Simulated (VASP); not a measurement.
# NiSb (Breithauptite) with AM05 + U: from relaxation to properties, part 10 of 11

Aim: relax NiSb (Breithauptite), then compute properties on the relaxed cell. The start is a cell from a database of measured crystal structures.

VASP 6.6.1, plane waves and PAW; the level of theory is named at each step.

Still holding for the runs below: This run allows spin, but its moments start at zero, where symmetry between the spins tends to hold them, which is where the search above led. A U on the itinerant d states of such a compound is hard to justify; it moves the bands at the Fermi level.

So far. Step 10 (Single point with fields (AM05 + U)): In this run the pressure is 0.00 GPa, small enough to go on; single stress components reach 0.01 GPa. Step 11 (Bands along the symmetry lines (AM05 + U)): There is no gap at this level. The relaxed cell has a = 3.849, c = 5.045 Å (conventional setting).

The database entry behind the starting cell differs from later determinations by our own check (c about 0.3 % short), so it need not match the best structure at ambient conditions.

### 12. Total and projected DOS (AM05 + U)

Level of this step: AM05, DFT+U (Ni d 4 eV), zero-moment start; plane waves and PAW (Ni, Sb) (VASP).

A density of states needs more k-points than a total energy, and tetrahedra (ISMEAR = -5) or a smearing that fits the mesh; LORBIT projects the states on the PAW spheres. The mesh is finer than in the run before.

Input file INCAR:

```
SYSTEM = NiSb
PREC = Accurate
ENCUT = 400
EDIFF = 1E-06
NELM = 100
ISMEAR = -5
SIGMA = 0.05
LREAL = .FALSE.
ALGO = Normal
GGA = AM
NBANDS = 31
ISPIN = 2
MAGMOM = -0 -0 0 0
LDAU = .TRUE.
LDAUTYPE = 2
LDAUL = 2 -1
LDAUU = 4 0
LDAUJ = 0 0
LDAUPRINT = 1
LASPH = .TRUE.
LMAXMIX = 4
LORBIT = 11
LWAVE = .FALSE.
LCHARG = .FALSE.
KPAR = 8
NEDOS = 2001
```

Input file POSCAR:

```
NiSb
1.0
    3.8489803542      0.0000000000      0.0000000000
   -1.9244901771      3.3333147654      0.0000000000
    0.0000000000      0.0000000000      5.0447321156
Ni Sb
2 2
Direct
    0.0000000000      0.0000000000      0.0000000000
    0.0000000000      0.0000000000      0.5000000000
    0.3333333333      0.6666666667      0.2500000000
    0.6666666667      0.3333333333      0.7500000000
```

Input file KPOINTS:

```
Automatic mesh
0
Gamma
9 9 6
0 0 0
```

The projector-augmented-wave data sets are Ni and Sb (PBE family, release 64).

The run is started by

```bash
mpirun -np 8 vasp_std
```

The program printed:

```text
[... set-up lines as in an earlier step ...]
 entering main loop
       N       E                     dE             d eps       ncg     rms          rms(c)
DAV:   1     0.170647562177E+03    0.17065E+03   -0.98130E+03  5976   0.831E+02
DAV:   2    -0.484900536191E+01   -0.17550E+03   -0.16236E+03  6170   0.214E+02
DAV:   3    -0.173694838605E+02   -0.12520E+02   -0.12184E+02  6921   0.678E+01
DAV:   4    -0.176089742018E+02   -0.23949E+00   -0.23909E+00  6842   0.928E+00
DAV:   5    -0.176151953314E+02   -0.62211E-02   -0.62178E-02  7020   0.145E+00    0.110E+01
DAV:   6    -0.177804170091E+02   -0.16522E+00   -0.42494E+00  6881   0.346E+01    0.767E+00
DAV:   7    -0.170061067949E+02    0.77431E+00   -0.21716E+00  7504   0.267E+01    0.434E+00
DAV:   8    -0.169277219897E+02    0.78385E-01   -0.32491E-01  7630   0.527E+00    0.475E-01
DAV:   9    -0.169276338498E+02    0.88140E-04   -0.16743E-02  7029   0.877E-01    0.307E-01
DAV:  10    -0.169277104754E+02   -0.76626E-04   -0.25824E-03  6948   0.363E-01    0.124E-01
DAV:  11    -0.169278536574E+02   -0.14318E-03   -0.58503E-04  8684   0.237E-01    0.643E-02
DAV:  12    -0.169278434113E+02    0.10246E-04   -0.98162E-05  6498   0.676E-02    0.383E-02
DAV:  13    -0.169278298474E+02    0.13564E-04   -0.98061E-06  7499   0.174E-02    0.619E-03
DAV:  14    -0.169278258873E+02    0.39601E-05   -0.10560E-06  4723   0.834E-03    0.480E-03
DAV:  15    -0.169278238482E+02    0.20391E-05   -0.26762E-07  3501   0.374E-03    0.299E-03
DAV:  16    -0.169278230289E+02    0.81926E-06   -0.89447E-08  3326   0.180E-03
   1 F= -.16927823E+02 E0= -.16927823E+02  d E =0.000000E+00  mag=    -0.0000
 -----------------------------------------------------------------------------
|                                                                             |
|           W    W    AA    RRRRR   N    N  II  N    N   GGGG   !!!           |
|           W    W   A  A   R    R  NN   N  II  NN   N  G    G  !!!           |
|           W    W  A    A  R    R  N N  N  II  N N  N  G       !!!           |
|           W WW W  AAAAAA  RRRRR   N  N N  II  N  N N  G  GGG   !            |
|           WW  WW  A    A  R   R   N   NN  II  N   NN  G    G                |
|           W    W  A    A  R    R  N    N  II  N    N   GGGG   !!!           |
|                                                                             |
|     Tetrahedron method does not include variations of the Fermi             |
|     occupations, so forces and stress will be inaccurate. We suggest        |
|     using a different smearing scheme ISMEAR = 1 or 2 for metals in         |
|     relaxations.                                                            |
|                                                                             |
 -----------------------------------------------------------------------------
```

It took 35 s on 8 MPI ranks of AMD EPYC 7R43, shared host; peak memory 2 GiB.

Parts of OUTCAR (step 12):

```text
   k-points           NKPTS =     48   k-points in BZ     NKDIM =     48   number of bands    NBANDS=     31

   NELECT =      30.0000    total number of electrons

atom =   1  type =  1  l = 2

 onsite density matrix

spin component  1

  0.8739  0.0000  0.0000  0.0462 -0.0000
  0.0000  0.8648 -0.0000  0.0000  0.0462
  0.0000 -0.0000  0.8903 -0.0000 -0.0000
  0.0462  0.0000 -0.0000  0.8648  0.0000
 -0.0000  0.0462 -0.0000  0.0000  0.8739

spin component  2

 occupancies and eigenvectors

  o =  0.8229  v =  0.0000  0.7411 -0.0000 -0.0000 -0.6714  0.0000  0.0000  0.0000  0.0000  0.0000      0.0000  0.0000  0.0000  0.0000  0.0000  0.0000  0.0000  0.0000  0.0000  0.0000
  o =  0.8229  v = -0.6714  0.0000  0.0000  0.7411 -0.0000  0.0000  0.0000  0.0000  0.0000  0.0000      0.0000  0.0000  0.0000  0.0000  0.0000  0.0000  0.0000  0.0000  0.0000  0.0000
  o =  0.8229  v =  0.0000  0.0000  0.0000  0.0000  0.0000  0.0001 -0.7411  0.0000 -0.0001  0.6714      0.0000  0.0000  0.0000  0.0000  0.0000  0.0000  0.0000  0.0000  0.0000  0.0000
  o =  0.8229  v =  0.0000  0.0000  0.0000  0.0000  0.0000  0.6714  0.0001 -0.0000 -0.7411 -0.0001      0.0000  0.0000  0.0000  0.0000  0.0000  0.0000  0.0000  0.0000  0.0000  0.0000
  o =  0.8903  v =  0.0000 -0.0000 -1.0000  0.0000 -0.0000  0.0000  0.0000  0.0000  0.0000  0.0000      0.0000  0.0000  0.0000  0.0000  0.0000  0.0000  0.0000  0.0000  0.0000  0.0000
  o =  0.8903  v =  0.0000  0.0000  0.0000  0.0000  0.0000  0.0000 -0.0000 -1.0000  0.0000 -0.0000      0.0000  0.0000  0.0000  0.0000  0.0000  0.0000  0.0000  0.0000  0.0000  0.0000
  o =  0.9157  v =  0.0000 -0.6714  0.0000 -0.0000 -0.7411  0.0000  0.0000  0.0000  0.0000  0.0000      0.0000  0.0000  0.0000  0.0000  0.0000  0.0000  0.0000  0.0000  0.0000  0.0000
  o =  0.9157  v = -0.7411  0.0000 -0.0000 -0.6714  0.0000  0.0000  0.0000  0.0000  0.0000  0.0000      0.0000  0.0000  0.0000  0.0000  0.0000  0.0000  0.0000  0.0000  0.0000  0.0000
  o =  0.9157  v =  0.0000  0.0000  0.0000  0.0000  0.0000 -0.0001 -0.6714  0.0000 -0.0001 -0.7411      0.0000  0.0000  0.0000  0.0000  0.0000  0.0000  0.0000  0.0000  0.0000  0.0000
  o =  0.9157  v =  0.0000  0.0000  0.0000  0.0000  0.0000  0.7411 -0.0001  0.0000  0.6714 -0.0001      0.0000  0.0000  0.0000  0.0000  0.0000  0.0000  0.0000  0.0000  0.0000  0.0000

atom =   2  type =  1  l = 2

 onsite density matrix

spin component  1

  0.8739 -0.0000  0.0000 -0.0462 -0.0000
 -0.0000  0.8648  0.0000  0.0000 -0.0462
  0.0000  0.0000  0.8903  0.0000 -0.0000
 -0.0462  0.0000  0.0000  0.8648 -0.0000
 -0.0000 -0.0462 -0.0000 -0.0000  0.8739

spin component  2

 occupancies and eigenvectors

  o =  0.8229  v = -0.0001 -0.7411 -0.0000 -0.0001 -0.6714  0.0000  0.0000  0.0000  0.0000  0.0000      0.0000  0.0000  0.0000  0.0000  0.0000  0.0000  0.0000  0.0000  0.0000  0.0000
  o =  0.8229  v = -0.6714  0.0001  0.0000 -0.7411  0.0001  0.0000  0.0000  0.0000  0.0000  0.0000      0.0000  0.0000  0.0000  0.0000  0.0000  0.0000  0.0000  0.0000  0.0000  0.0000
  o =  0.8229  v =  0.0000  0.0000  0.0000  0.0000  0.0000 -0.0001 -0.7411 -0.0000 -0.0001 -0.6714      0.0000  0.0000  0.0000  0.0000  0.0000  0.0000  0.0000  0.0000  0.0000  0.0000
  o =  0.8229  v =  0.0000  0.0000  0.0000  0.0000  0.0000 -0.6714  0.0001  0.0000 -0.7411  0.0001      0.0000  0.0000  0.0000  0.0000  0.0000  0.0000  0.0000  0.0000  0.0000  0.0000
  o =  0.8903  v = -0.0000 -0.0000  1.0000  0.0000  0.0000  0.0000  0.0000  0.0000  0.0000  0.0000      0.0000  0.0000  0.0000  0.0000  0.0000  0.0000  0.0000  0.0000  0.0000  0.0000
  o =  0.8903  v =  0.0000  0.0000  0.0000  0.0000  0.0000  0.0000  0.0000 -1.0000 -0.0000 -0.0000      0.0000  0.0000  0.0000  0.0000  0.0000  0.0000  0.0000  0.0000  0.0000  0.0000
  o =  0.9157  v =  0.0001 -0.6714 -0.0000 -0.0001  0.7411  0.0000  0.0000  0.0000  0.0000  0.0000      0.0000  0.0000  0.0000  0.0000  0.0000  0.0000  0.0000  0.0000  0.0000  0.0000
  o =  0.9157  v =  0.7411  0.0001  0.0000 -0.6714 -0.0001  0.0000  0.0000  0.0000  0.0000  0.0000      0.0000  0.0000  0.0000  0.0000  0.0000  0.0000  0.0000  0.0000  0.0000  0.0000
  o =  0.9157  v =  0.0000  0.0000  0.0000  0.0000  0.0000 -0.0001  0.6714  0.0000  0.0001 -0.7411      0.0000  0.0000  0.0000  0.0000  0.0000  0.0000  0.0000  0.0000  0.0000  0.0000
  o =  0.9157  v =  0.0000  0.0000  0.0000  0.0000  0.0000  0.7411  0.0001  0.0000 -0.6714 -0.0001      0.0000  0.0000  0.0000  0.0000  0.0000  0.0000  0.0000  0.0000  0.0000  0.0000

 E-fermi :  10.5110

 spin component 1
 k-point     1 :       0.0000    0.0000    0.0000
  band No.  band energies     occupation
    ...
      9       7.7716      1.00000
     10       7.7716      1.00000
     11       8.6316      1.00000
     12       8.6316      1.00000
     13      10.0837      1.00000
     14      11.4347     -0.29406
     15      11.4347      0.00000
     16      13.1351      0.00000
     17      13.1351      0.00000
     18      13.8943      0.00000
    ...

 k-point     2 :       0.1111    0.0000    0.0000
  band No.  band energies     occupation
    ...
     10       7.8027      1.00000
     11       8.6128      1.00000
     12       8.6316      1.00000
     13      10.0324      1.00000
     14      10.2186      0.89254
     15      10.7760      0.19883
     16      12.5161      0.00000
     17      13.7125      0.00000
     18      14.6378      0.00000
     19      15.2112      0.00000
    ...

  Total       -0.0098923     -0.0098923     -0.2330693      0.0000000      0.0000000      0.0000000
  in kB       -0.2448776     -0.2448776     -5.7694656      0.0000000      0.0000000      0.0000000
  external PRESSURE =      -2.0864069 kB  Pullay stress =       0.0000000 kB

 POSITION                                       TOTAL-FORCE (eV/Angst)
 -----------------------------------------------------------------------------------
      0.00000      0.00000      0.00000         0.000000      0.000000      0.000000
      0.00000      0.00000      2.52237         0.000000      0.000000      0.000000
     -0.00000      2.22221      1.26118         0.000000     -0.000000     -0.000000
      1.92449      1.11110      3.78355        -0.000000      0.000000      0.000000
 -----------------------------------------------------------------------------------
    total drift:                               -0.000000      0.000000      0.000000

  FREE ENERGIE OF THE ION-ELECTRON SYSTEM (eV)
  ---------------------------------------------------
  free  energy   TOTEN  =       -16.9278230289 eV

  energy  without entropy=      -16.9278230289  energy(sigma->0) =      -16.92782303

 magnetization (x)
# of ion       s       p       d       tot
------------------------------------------
    1       -0.000   0.000  -0.000  -0.000
    2       -0.000   0.000  -0.000  -0.000
    3        0.000   0.000  -0.000   0.000
    4        0.000   0.000  -0.000   0.000
--------------------------------------------------
tot          0.000   0.000  -0.000  -0.000

[... 7 parts as in an earlier step ...]

[... 9 further parts left out ...]
```

With tetrahedra the forces and stress of a metal are not exact derivatives of the energy.

This step gave:

```
SCF cycles                                           : 16
irreducible k-points                                 : 48
free energy (TOTEN)                                  : -16.93 eV
Fermi energy                                         : 10.51 eV
pressure                                             : -0.2086 GPa
DOS at the Fermi level, one point of the energy grid : 1.641 states/eV/cell
```

The density of states has structure finer than the step of the table below, so its rows give means over 1 eV, whole bins alone (the curve runs from -12.0 to 5.84 eV). Peaks (eV: height): total -3.9: 7.49, -3.3: 10.6, -2.6: 15.8, -2.0: 9.37; Ni d -3.9: 4.65, -3.3: 7.56, -2.6: 13.9, -2.0: 8.46; Sb p -4.2: 0.705, -3.9: 0.838, -3.3: 0.902, -2.9: 0.568; Ni p -3.9: 0.213, -3.3: 0.370, -2.9: 0.440, -2.7: 0.223; Ni s -6.3: 0.369, -3.9: 0.279, -2.6: 0.157, 5.8: 0.396.

States under -12.0 eV and over 5.8 eV are left out; both spin channels agree and are summed. Density of states against energy, zero at the Fermi level; means over each step; values in states/eV/cell:

| energy (eV) | total | Ni d | Sb p | Ni p | Ni s | Sb s |
| --- | --- | --- | --- | --- | --- | --- |
| -11 | 0.982 | 0.0162 | 0.0203 | 0.0484 | 0.0651 | 0.460 |
| -10 | 1.62 | 0.0944 | 0.0240 | 0.0745 | 0.0569 | 0.835 |
| -9 | 0.645 | 0.0520 | 0.00900 | 0.0299 | 0.0149 | 0.349 |
| -8 | 0.00380 | 1.0e-4 | 3.7e-5 | 3.1e-4 | 4.9e-5 | 0.00215 |
| -7 | 0.104 | 0.0108 | 0.0234 | 0.00492 | 0.0164 | 0.00250 |
| -6 | 1.96 | 0.325 | 0.431 | 0.0874 | 0.237 | 0.0626 |
| -5 | 1.85 | 0.628 | 0.347 | 0.0760 | 0.126 | 0.0540 |
| -4 | 4.44 | 2.73 | 0.544 | 0.130 | 0.122 | 0.0218 |
| -3 | 9.38 | 7.36 | 0.506 | 0.266 | 0.0641 | 0.0298 |
| -2 | 5.05 | 4.27 | 0.182 | 0.105 | 0.0522 | 0.0227 |
| -1 | 2.30 | 1.44 | 0.247 | 0.127 | 0.0359 | 0.0493 |
| 0 | 1.79 | 0.815 | 0.294 | 0.121 | 0.0383 | 0.104 |
| 1 | 1.25 | 0.437 | 0.264 | 0.0900 | 0.0309 | 0.0781 |
| 2 | 1.70 | 0.469 | 0.446 | 0.113 | 0.0504 | 0.0929 |
| 3 | 1.57 | 0.381 | 0.485 | 0.0772 | 0.0446 | 0.0541 |
| 4 | 1.04 | 0.197 | 0.230 | 0.0341 | 0.0954 | 0.0181 |
| 5 | 1.74 | 0.186 | 0.180 | 0.102 | 0.241 | 0.0470 |

The finer mesh and the other smearing move the Fermi level by -0.05 eV from the 6×6×4 run, one measure of the sampling error in the zero of the bands above. Of the states within 0.3 eV of the Fermi level, the largest shares in the PAW spheres are Ni d 45 %, Sb p 16 % and Ni p 7 %. The rest lies in smaller channels or between the spheres.

[end of part 10 of 11]

[Lines on the potential files, build, host, timing and source positions are cut from VASP's logs without a mark.]

[Logs are printed without paths, hosts, clocks, repeated set-up lines and the standing remarks that a program may print on its own settings, such as how far it seeks lower states.]

[Hosts, paths, dates, database ids (printed as entryN), source tags and the programs' standing remarks are cut or masked in the printed files.]

[A measured line is paired with the nearest computed mode of its activity, which favours agreement.]

[In band tables of VASP the shares of atoms and orbitals are scaled to a sum of 1 inside the atoms' spheres.]
